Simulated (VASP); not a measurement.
Computed with PBE GGA with D3 dispersion (zero damping), VASP's PBE PAW potentials (set 64) (plane waves; VASP).

Input for VASP

KPOINTS:
```
Automatic mesh
0
Gamma
11 11 11
```

**POSCAR**
```
Na
1.0
 -2.1300000000   2.1300000000   2.1300000000
  2.1300000000  -2.1300000000   2.1300000000
  2.1300000000   2.1300000000  -2.1300000000
Na
1
Cart
  0.0000000000   0.0000000000   0.0000000000
```

INCAR:
```
SIGMA = 0.1
LCHARG = .FALSE.
NSW = 60
ENCUT = 520   ! plane-wave cut-off (eV)
NELM = 100
SYSTEM = Na
ISIF = 3   ! ions, shape and volume
ISMEAR = 1   ! Methfessel-Paxton
IVDW = 11
EDIFFG = -0.01   ! ionic stop
GGA = PE   ! PBE
LREAL = .FALSE.   ! projection in real space or not
LWAVE = .FALSE.
EDIFF = 1E-6   ! SCF stop (eV)
IBRION = 2
LASPH = .TRUE.   ! aspherical one-centre terms
ALGO = Normal
PREC = Accurate
```

POTCAR, in this order: Na_pv (PBE.64 set). Program: vasp_std.

The run wrote:

OUTCAR:
```
 ion  position               nearest neighbor table
   1  0.000  0.000  0.000-
  LATTYP: Found a body centered cubic cell.
 ALAT       =     4.2600000000
 Subroutine PRICEL returns:
 Original cell was already a primitive cell.
 Subroutine GETGRP returns: Found 48 space group operations
The static configuration has the point symmetry O_h .
The dynamic configuration has the point symmetry O_h .
 Subroutine INISYM returns: Found 48 space group operations
 Subroutine IBZKPT returns following result:
 Found     56 irreducible k-points:

 Following reciprocal coordinates:
            Coordinates               Weight
  0.000000  0.000000  0.000000      1.000000
  0.090909  0.000000  0.000000     12.000000
  0.181818  0.000000  0.000000     12.000000
  0.272727  0.000000  0.000000     12.000000
  0.363636  0.000000  0.000000     12.000000
  0.454545  0.000000  0.000000     12.000000
  0.090909  0.090909  0.000000     24.000000
  0.181818  0.090909  0.000000     48.000000
  0.272727  0.090909  0.000000     48.000000
  0.363636  0.090909  0.000000     48.000000
  0.454545  0.090909 -0.000000     24.000000
  0.181818  0.181818  0.000000     24.000000
  0.272727  0.181818  0.000000     48.000000
  0.363636  0.181818  0.000000     48.000000
  0.272727  0.272727  0.000000     24.000000
  0.363636  0.272727  0.000000     24.000000
  0.090909  0.090909  0.090909      8.000000
  0.181818  0.090909  0.090909     24.000000
  0.272727  0.090909  0.090909     24.000000
  0.363636  0.090909  0.090909     24.000000
 -0.090909  0.090909  0.090909      6.000000
  0.181818  0.181818  0.090909     24.000000
  0.272727  0.181818  0.090909     48.000000
  0.363636  0.181818  0.090909     24.000000
 -0.181818  0.181818  0.090909     24.000000
...
```

OSZICAR:
```
       N       E                     dE             d eps       ncg     rms          rms(c)
DAV:   1     0.208740595355E+02    0.20874E+02   -0.38858E+03   784   0.815E+02
DAV:   2    -0.889683125418E+00   -0.21764E+02   -0.21757E+02   812   0.140E+02
DAV:   3    -0.130894877668E+01   -0.41927E+00   -0.41927E+00  1043   0.280E+01
DAV:   4    -0.131257932952E+01   -0.36306E-02   -0.36306E-02  1008   0.228E+00
DAV:   5    -0.131262177545E+01   -0.42446E-04   -0.42446E-04   966   0.204E-01    0.203E-01
DAV:   6    -0.131232555298E+01    0.29622E-03   -0.54817E-04   987   0.374E-01    0.137E-01
DAV:   7    -0.131212173743E+01    0.20382E-03   -0.11301E-03   840   0.450E-01    0.157E-02
DAV:   8    -0.131211382597E+01    0.79115E-05   -0.49617E-05  1022   0.159E-01    0.230E-03
DAV:   9    -0.131211413330E+01   -0.30732E-06   -0.18727E-07   476   0.647E-03
   1 F= -.14679983E+01 E0= -.14678891E+01  d E =-.146800E+01
       N       E                     dE             d eps       ncg     rms          rms(c)
DAV:   1    -0.132708823931E+01   -0.14974E-01   -0.44204E-01   784   0.149E+01    0.811E-01
DAV:   2    -0.131683195513E+01    0.10256E-01   -0.12748E-02   784   0.244E+00    0.408E-01
DAV:   3    -0.131355702590E+01    0.32749E-02   -0.59102E-03   798   0.160E+00    0.422E-02
DAV:   4    -0.131333159922E+01    0.22543E-03   -0.19843E-04   784   0.334E-01    0.319E-03
DAV:   5    -0.131332948826E+01    0.21110E-05   -0.13088E-06   511   0.283E-02    0.124E-03
DAV:   6    -0.131332923142E+01    0.25684E-06   -0.41904E-07   413   0.155E-02
   2 F= -.14700242E+01 E0= -.14699112E+01  d E =-.202587E-02
       N       E                     dE             d eps       ncg     rms          rms(c)
DAV:   1    -0.140820947654E+01   -0.94880E-01   -0.29493E+00   784   0.377E+01    0.214E+00
DAV:   2    -0.133733601706E+01    0.70873E-01   -0.91560E-02   784   0.659E+00    0.107E+00
DAV:   3    -0.131510282694E+01    0.22233E-01   -0.39213E-02   784   0.415E+00    0.120E-01
DAV:   4    -0.131354153845E+01    0.15613E-02   -0.11467E-03   805   0.811E-01    0.775E-03
DAV:   5    -0.131351998209E+01    0.21556E-04   -0.27904E-05   854   0.126E-01    0.315E-03
DAV:   6    -0.131351873660E+01    0.12455E-05   -0.69186E-07   413   0.207E-02    0.178E-04
DAV:   7    -0.131351872047E+01    0.16134E-07   -0.14459E-07   413   0.659E-03
   3 F= -.14723092E+01 E0= -.14721875E+01  d E =-.431087E-02
```

**OUTCAR**
```
------------------------ aborting loop because EDIFF is reached ----------------------------------------
 Edisp (eV)   -0.15879
  FORCE on cell =-STRESS in cart. coord.  units (eV):
  Direction    XX          YY          ZZ          XY          YZ          ZX
  --------------------------------------------------------------------------------------
  Total      -0.00266    -0.00266    -0.00266     0.00000    -0.00000     0.00000
  in kB      -0.11809    -0.11809    -0.11809     0.00000    -0.00000     0.00000
  external pressure =       -0.12 kB  Pullay stress =        0.00 kB
  volume of cell :       36.12
      direct lattice vectors                 reciprocal lattice vectors
    -2.082466994  2.082466994  2.082466994     0.000000000  0.240099844  0.240099844
     2.082466994 -2.082466994  2.082466994     0.240099844  0.000000000  0.240099844
     2.082466994  2.082466994 -2.082466994     0.240099844  0.240099844  0.000000000
 POSITION                                       TOTAL-FORCE (eV/Angst)
 -----------------------------------------------------------------------------------
     -0.00000      0.00000      0.00000         0.000000     -0.000000      0.000000
 -----------------------------------------------------------------------------------
    total drift:                               -0.000000     -0.000000      0.000000
  FREE ENERGIE OF THE ION-ELECTRON SYSTEM (eV)
  ---------------------------------------------------
  free  energy   TOTEN  =        -1.4723091638 eV

  energy  without entropy=       -1.4719441728  energy(sigma->0) =       -1.47218750

 reached required accuracy - stopping structural energy minimisation
```
(Selected blocks of OUTCAR.)

### CONTCAR
```
Na
   1.00000000000000
    -2.0824669937515714    2.0824669937515714    2.0824669937515714
     2.0824669937515714   -2.0824669937515714    2.0824669937515714
     2.0824669937515714    2.0824669937515714   -2.0824669937515714
  Na
     1
Direct
     0.0000000000000000    0.0000000000000000    0.0000000000000000
```

Energy and stress use the plane-wave basis of the starting cell.

The compound is Na in the bcc structure. This run relaxes it. Symmetry was kept, so distortions that lower it aren't found.
